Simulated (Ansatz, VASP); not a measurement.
**Ge (Ge(110)) in two plane-wave programs**

Aim: how closely do two programs agree when they are given the same cell, functional and k mesh? The structure shown is the end of the VASP relaxation below.

Program: Ansatz 0.2.0. Level of theory: plane waves, with VASP 6.6.1 beside it; single point at PBE. Results are calculated unless marked as measured.

### 1. The starting structure

The cell holds 18 atoms: 18 Ge. Cell: a = 3.971 Å, b = 5.615 Å, c = 32.666 Å, α = 90.0°, β = 90.0°, γ = 90.0°. It derives from Ge. As first built, before any earlier steps moved the atoms (in the runner's words): 9 layers, strained by -3 % in the plane. Vacuum lies along c.

### 2. VASP: relaxation, PBE

This run makes the geometry at which the two programs are then compared.

Lines of VASP's logs that name or quote its potential files are left out, and so is its time.

File INCAR:

```
SYSTEM = Ge
PREC = Normal
ENCUT = 320
EDIFF = 1E-05
NELM = 120
ISMEAR = 0
SIGMA = 0.03
LREAL = Auto
ALGO = Fast
GGA = PE
NBANDS = 54
LORBIT = 11
LWAVE = .FALSE.
LCHARG = .FALSE.
KPAR = 2
NCORE = 2
IBRION = 2
NSW = 60
ISIF = 2
EDIFFG = -0.03
POTIM = 0.4
MAXMIX = 40
IDIPOL = 3
LDIPOL = .TRUE.
DIPOL = 0.5 0.5 0.5
```

File POSCAR:

```
Ge
1.0
    3.9706237408      0.0000000000      0.0000000000
    0.0000000000      5.6153099452      0.0000000000
    0.0000000000      0.0000000000     32.6662157904
Ge
18
Direct
    0.7500000000      0.3750000000      0.7550986600
    0.2500000000      0.6250000000      0.7550986600
    0.2500000000      0.8750000000      0.6913240000
    0.7500000000      0.1250000000      0.6913240000
    0.7500000000      0.3750000000      0.6275493300
    0.2500000000      0.6250000000      0.6275493300
    0.2500000000      0.8750000000      0.5637746700
    0.7500000000      0.1250000000      0.5637746700
    0.7500000000      0.3750000000      0.5000000000
    0.2500000000      0.6250000000      0.5000000000
    0.2500000000      0.8750000000      0.4362253300
    0.7500000000      0.1250000000      0.4362253300
    0.7500000000      0.3750000000      0.3724506700
    0.2500000000      0.6250000000      0.3724506700
    0.2500000000      0.8750000000      0.3086760000
    0.7500000000      0.1250000000      0.3086760000
    0.7500000000      0.3750000000      0.2449013400
    0.2500000000      0.6250000000      0.2449013400
```

File KPOINTS:

```
Automatic mesh
0
Gamma
6 4 1
0 0 0
```

Potentials, in the order of the species: Ge (PBE family, release 64).

Started as:

```
$ mpirun -np 4 vasp_std
```

Numbers of over 12 decimals in the logs are rounded to 6 here.

Output:

```text
[banner, memory and clock lines left out]
running    4 mpi-ranks, on    1 nodes
 distrk:  each k-point on    2 cores,    2 groups
 distr:  one band on    2 cores,    1 groups

 POSCAR found type information on POSCAR Ge
 POSCAR found :  1 types and      18 ions
 LDA part: xc-table for (Slater+PW92), standard interpolation
 POSCAR, INCAR and KPOINTS ok, starting setup
 FFT: planning ... GRIDC
 FFT: planning ... GRID_SOFT
 FFT: planning ... GRID
 WAVECAR not read
 entering main loop
       N       E                     dE             d eps       ncg     rms          rms(c)
DAV:   1     0.280869673240E+03    0.28087E+03   -0.18546E+04  1304   0.691E+02
DAV:   2    -0.463645371703E+02   -0.32723E+03   -0.31636E+03  1748   0.146E+02
DAV:   3    -0.766557252849E+02   -0.30291E+02   -0.29728E+02  1592   0.470E+01
DAV:   4    -0.776133506500E+02   -0.95763E+00   -0.95240E+00  1746   0.891E+00
DAV:   5    -0.776353548396E+02   -0.22004E-01   -0.21982E-01  1674   0.127E+00    0.842E+00
RMM:   6    -0.770994223235E+02    0.53593E+00   -0.31353E-01  1296   0.143E+00    0.508E+00
RMM:   7    -0.771681243384E+02   -0.68702E-01   -0.79693E-01  1311   0.221E+00    0.145E+00
RMM:   8    -0.768366050283E+02    0.33152E+00   -0.14379E-01  1330   0.952E-01    0.426E-01
RMM:   9    -0.768385477907E+02   -0.19428E-02   -0.26092E-02  1319   0.442E-01    0.181E-01
RMM:  10    -0.768390134162E+02   -0.46563E-03   -0.61535E-03  1322   0.234E-01    0.721E-02
RMM:  11    -0.768392581143E+02   -0.24470E-03   -0.20520E-03  1396   0.115E-01    0.419E-02
RMM:  12    -0.768394260871E+02   -0.16797E-03   -0.58765E-04  1302   0.679E-02    0.196E-02
RMM:  13    -0.768396560433E+02   -0.22996E-03   -0.27211E-04  1295   0.362E-02    0.120E-02
RMM:  14    -0.768399420645E+02   -0.28602E-03   -0.16858E-04  1141   0.250E-02    0.718E-03
RMM:  15    -0.768400210237E+02   -0.78959E-04   -0.43712E-05   971   0.136E-02    0.381E-03
RMM:  16    -0.768400519557E+02   -0.30932E-04   -0.17710E-05   911   0.738E-03    0.221E-03
RMM:  17    -0.768401007977E+02   -0.48842E-04   -0.55405E-06   814   0.483E-03    0.157E-03
RMM:  18    -0.768401493217E+02   -0.48524E-04   -0.40925E-06   622   0.347E-03    0.891E-04
RMM:  19    -0.768401668210E+02   -0.17499E-04   -0.87758E-07   478   0.240E-03    0.512E-04
RMM:  20    -0.768401797953E+02   -0.12974E-04   -0.10400E-06   471   0.246E-03    0.168E-04
RMM:  21    -0.768401826488E+02   -0.28535E-05   -0.32764E-07   431   0.216E-03
   1 F= -.76840183E+02 E0= -.76837908E+02  d E =-.768402E+02
[... from here on, the cycles between the ionic steps are left out ...]
   2 F= -.76947514E+02 E0= -.76944262E+02  d E =-.107331E+00
   3 F= -.76955815E+02 E0= -.76952037E+02  d E =-.115632E+00
   4 F= -.76955880E+02 E0= -.76952039E+02  d E =-.115697E+00
  17 F= -.76976337E+02 E0= -.76971866E+02  d E =-.212831E-02
  18 F= -.76976454E+02 E0= -.76971972E+02  d E =-.224544E-02
  19 F= -.76976935E+02 E0= -.76972442E+02  d E =-.481248E-03
  20 F= -.76978236E+02 E0= -.76973694E+02  d E =-.178173E-02
  21 F= -.76979883E+02 E0= -.76975169E+02  d E =-.342891E-02
  22 F= -.76980801E+02 E0= -.76975436E+02  d E =-.434711E-02
  23 F= -.76981065E+02 E0= -.76976037E+02  d E =-.461082E-02
  24 F= -.76983396E+02 E0= -.76978230E+02  d E =-.233165E-02
  25 F= -.76983850E+02 E0= -.76978505E+02  d E =-.278489E-02
  26 F= -.76983940E+02 E0= -.76978648E+02  d E =-.287556E-02
 curvature:  -3.50 expect dE=-0.317E-02 dE for cont linesearch -0.280E-05
 trial: gam= 0.28636 g(F)=  0.906E-03 g(S)=  0.000E+00 ort = 0.857E-04 (trialstep = 0.142E+01)
 search vector abs. value=  0.171E-02
 bond charge predicted
       N       E                     dE             d eps       ncg     rms          rms(c)
DAV:   1    -0.769847360761E+02   -0.79668E-03   -0.27110E-02  1364   0.492E-01    0.744E-02
RMM:   2    -0.769845794639E+02    0.15661E-03   -0.19355E-03  1297   0.126E-01    0.320E-02
RMM:   3    -0.769850531428E+02   -0.47368E-03   -0.91575E-04  1302   0.786E-02    0.110E-01
RMM:   4    -0.769849626104E+02    0.90532E-04   -0.11107E-04  1314   0.300E-02    0.757E-02
RMM:   5    -0.769849849956E+02   -0.22385E-04   -0.18768E-05   909   0.116E-02    0.782E-02
RMM:   6    -0.769849385394E+02    0.46456E-04   -0.16829E-05   864   0.102E-02    0.631E-02
RMM:   7    -0.769849217363E+02    0.16803E-04   -0.63250E-06   823   0.644E-03    0.573E-02
RMM:   8    -0.769849146509E+02    0.70854E-05   -0.19551E-06   658   0.400E-03
  27 F= -.76984915E+02 E0= -.76979639E+02  d E =-.974336E-03
 trial-energy change:   -0.000974  1 .order   -0.000936   -0.001317   -0.000555
 step:   2.4461(harm=  2.4461)  dis= 0.00648  next Energy=   -76.985078 (dE=-0.114E-02)
 reached required accuracy - stopping structural energy minimisation
```

From OUTCAR (step 2):

```text
ion  position               nearest neighbor table
   1  0.750  0.375  0.755-   2 2.43   2 2.43   4 2.51
   2  0.250  0.625  0.755-   1 2.43   1 2.43   3 2.51
   3  0.250  0.875  0.691-   4 2.43   4 2.43   2 2.51   6 2.51
   4  0.750  0.125  0.691-   3 2.43   3 2.43   1 2.51   5 2.51
   5  0.750  0.375  0.628-   6 2.43   6 2.43   8 2.51   4 2.51
   6  0.250  0.625  0.628-   5 2.43   5 2.43   7 2.51   3 2.51
   7  0.250  0.875  0.564-   8 2.43   8 2.43   6 2.51  10 2.51
   8  0.750  0.125  0.564-   7 2.43   7 2.43   5 2.51   9 2.51
   9  0.750  0.375  0.500-  10 2.43  10 2.43  12 2.51   8 2.51
  10  0.250  0.625  0.500-   9 2.43   9 2.43  11 2.51   7 2.51
  11  0.250  0.875  0.436-  12 2.43  12 2.43  14 2.51  10 2.51
  12  0.750  0.125  0.436-  11 2.43  11 2.43  13 2.51   9 2.51
  13  0.750  0.375  0.372-  14 2.43  14 2.43  12 2.51  16 2.51
  14  0.250  0.625  0.372-  13 2.43  13 2.43  11 2.51  15 2.51
  15  0.250  0.875  0.309-  16 2.43  16 2.43  18 2.51  14 2.51
  16  0.750  0.125  0.309-  15 2.43  15 2.43  17 2.51  13 2.51
  17  0.750  0.375  0.245-  18 2.43  18 2.43  16 2.51
  18  0.250  0.625  0.245-  17 2.43  17 2.43  15 2.51

  LATTYP: Found a simple orthorhombic cell.
 ALAT       =     3.9706237408
 B/A-ratio  =     1.4142135623
 C/A-ratio  =     8.2269733732

 Subroutine GETGRP returns: Found  8 space group operations
 (whereof  4 operations were pure point group operations)

The static configuration has the point symmetry C_2h.
 The point group associated with its full space group is D_2h.

 Found     12 irreducible k-points:

   k-points           NKPTS =     12   k-points in BZ     NKDIM =     12   number of bands    NBANDS=     54

   dimension x,y,z NGX =    18 NGY =   28 NGZ =  144
   dimension x,y,z NGXF=    36 NGYF=   56 NGZF=  288

   ENCUT  =  320.0 eV  23.52 Ry    4.85 a.u.   5.79  8.19 47.65*2*pi/ulx,y,z

   NELECT =      72.0000    total number of electrons

 k-points in reciprocal lattice and weights: Automatic mesh
   0.00000000  0.00000000  0.00000000       0.042
   0.16666667  0.00000000  0.00000000       0.083
   0.33333333  0.00000000  0.00000000       0.083
   0.50000000  0.00000000  0.00000000       0.042
   0.00000000  0.25000000  0.00000000       0.083
   0.16666667  0.25000000  0.00000000       0.167
   0.33333333  0.25000000  0.00000000       0.167
   0.50000000  0.25000000  0.00000000       0.083
   0.00000000  0.50000000  0.00000000       0.042
   0.16666667  0.50000000  0.00000000       0.083
   0.33333333  0.50000000  0.00000000       0.083
   0.50000000  0.50000000  0.00000000       0.042

 dipolmoment           0.000000      0.000000      0.000000 electrons x Angstroem

 average (electrostatic) potential at core
       1 -36.4105       2 -36.4105       3 -36.6290       4 -36.6290       5 -36.7230
       6 -36.7230       7 -36.7346       8 -36.7346       9 -36.7809      10 -36.7809
      11 -36.7346      12 -36.7346      13 -36.7230      14 -36.7230      15 -36.6290
      16 -36.6290      17 -36.4105      18 -36.4105

 E-fermi :  -0.2193

 k-point     1 :       0.0000    0.0000    0.0000
  band No.  band energies     occupation
    ...
     28      -1.4962      2.00000
     29      -1.1162      2.00000
     30      -1.0723      2.00000
     31      -0.9303      2.00000
     32      -0.6019      2.00000
     33      -0.1632      0.00820
     34      -0.0444      0.00000
     35       0.2043      0.00000
     36       0.2237      0.00000
     37       0.2771      0.00000
    ...

 k-point     2 :       0.1667    0.0000    0.0000
  band No.  band energies     occupation
    ...
     32      -1.3038      2.00000
     33      -1.0515      2.00000
     34      -0.9382      2.00000
     35      -0.2342      1.51906
     36      -0.2108      0.68834
     37      -0.0207      0.00000
     38       0.4465      0.00000
     39       1.0718      0.00000
     40       1.8627      0.00000
     41       1.9139      0.00000
    ...

 k-point     3 :       0.3333    0.0000    0.0000
  band No.  band energies     occupation
    ...
     32      -2.1003      2.00000
     33      -1.9976      2.00000
     34      -1.4833      2.00000
     35      -0.5808      2.00000
     36      -0.5312      2.00000
     37      -0.0700      0.00000
     38       0.1573      0.00000
     39       1.0646      0.00000
     40       1.1057      0.00000
     41       1.5671      0.00000
    ...

  Total        9.9791052      3.0283604     -0.1369455      0.0000000      0.0000000      0.0000000
  in kB       21.9518381      6.6617273     -0.3012500      0.0000000      0.0000000      0.0000000
  external PRESSURE =       9.4374385 kB  Pullay stress =       0.0000000 kB

  energy-cutoff  :      320.00
  volume of cell :      728.34
      direct lattice vectors                 reciprocal lattice vectors
     3.970623741  0.000000000  0.000000000     0.251849600  0.000000000  0.000000000
     0.000000000  5.615309945  0.000000000     0.000000000  0.178084560  0.000000000
     0.000000000  0.000000000 32.666215790     0.000000000  0.000000000  0.030612667

 POSITION                                       TOTAL-FORCE (eV/Angst)
 -----------------------------------------------------------------------------------
      2.97797      2.06731     24.78876         0.000000      0.017592     -0.018939
      0.99266      3.54800     24.78876        -0.000000     -0.017592     -0.018939
      0.99266      4.85247     22.64905        -0.000000      0.005777      0.027530
      2.97797      0.76284     22.64905         0.000000     -0.005777      0.027530
      2.97797      2.07816     20.52631        -0.000000      0.001453     -0.002225
      0.99266      3.53715     20.52631         0.000000     -0.001453     -0.002225
      0.99266      4.88560     18.42857         0.000000     -0.010835     -0.016081
      2.97797      0.72971     18.42857        -0.000000      0.010835     -0.016081
      2.97797      2.07998     16.33311         0.000000     -0.011987      0.000000
      0.99266      3.53533     16.33311        -0.000000      0.011987      0.000000
      0.99266      4.88560     14.23765         0.000000     -0.010835      0.016081
      2.97797      0.72971     14.23765         0.000000      0.010835      0.016081
      2.97797      2.07816     12.13991        -0.000000      0.001453      0.002225
      0.99266      3.53715     12.13991        -0.000000     -0.001453      0.002225
      0.99266      4.85247     10.01716        -0.000000      0.005777     -0.027530
      2.97797      0.76284     10.01716        -0.000000     -0.005777     -0.027530
      2.97797      2.06731      7.87746         0.000000      0.017592      0.018939
      0.99266      3.54800      7.87746        -0.000000     -0.017592      0.018939
 -----------------------------------------------------------------------------------
    total drift:                                0.000000      0.000000      0.000000

  FREE ENERGIE OF THE ION-ELECTRON SYSTEM (eV)
  ---------------------------------------------------
  free  energy   TOTEN  =       -76.9849146509 eV

  energy  without entropy=      -76.9743626934  energy(sigma->0) =      -76.97963867

 reached required accuracy - stopping structural energy minimisation

 vacuum level on the upper side and lower side of the slab         4.570         4.570

 total charge
# of ion       s       p       d       tot
------------------------------------------
    1        1.205   1.067   0.042   2.313
    2        1.205   1.067   0.042   2.313
    3        1.158   1.164   0.054   2.377
    4        1.158   1.164   0.054   2.377
    5        1.148   1.205   0.057   2.409
    6        1.148   1.205   0.057   2.409
    7        1.140   1.220   0.056   2.417
    8        1.140   1.220   0.056   2.417
    9        1.140   1.218   0.057   2.415
   10        1.140   1.218   0.057   2.415
   11        1.140   1.220   0.056   2.417
   12        1.140   1.220   0.056   2.417
   13        1.148   1.205   0.057   2.409
   14        1.148   1.205   0.057   2.409
   15        1.158   1.164   0.054   2.377
   16        1.158   1.164   0.054   2.377
   17        1.205   1.067   0.042   2.313
   18        1.205   1.067   0.042   2.313
--------------------------------------------------
tot         20.884  21.059   0.950  42.893

[... 3 further parts left out ...]
```

The run keeps the 8 symmetry operations of its start, so it cannot find a distortion of lower symmetry.

(Part 1 of 2 ends here.)

[Lines on the potential files, build, host, timing and source positions are cut from VASP's logs without a mark.]

[Logs are printed without paths, hosts, clocks, repeated set-up lines and the standing remarks that a program may print on its own settings, such as how far it seeks lower states.]

[Hosts, paths, dates, database ids (printed as entryN), source tags and the programs' standing remarks are cut or masked in the printed files.]
